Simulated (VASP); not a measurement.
Input:

```
CELL_PARAMETERS angstrom
      0.00000     2.80636     2.80636
      2.80636     0.00000     2.80636
      2.80636     2.80636     0.00000
ATOMIC_POSITIONS crystal
  Zn 0.00000 0.00000 0.00000
  Se 0.25000 0.25000 0.25000
```

Method: r2SCAN meta-GGA, VASP's PBE PAW potentials (set 64) (plane waves; VASP). Run with 520 eV cut-off, 8×8×8 Γ-centred mesh, Gaussian smearing of 0.050 eV, potentials Zn Se.

Problem. Give the stress tensor in GPa (positive for a compressed cell).

Solution. 
```
2.06  0.00  0.00
0.00  2.06  0.00
0.00  0.00  2.06
```
The pressure is its mean diagonal, 2.06 GPa.

The compound is ZnSe in the zinc blende structure. This cell is one point of a volume scan, at 0.97 of the reference volume.
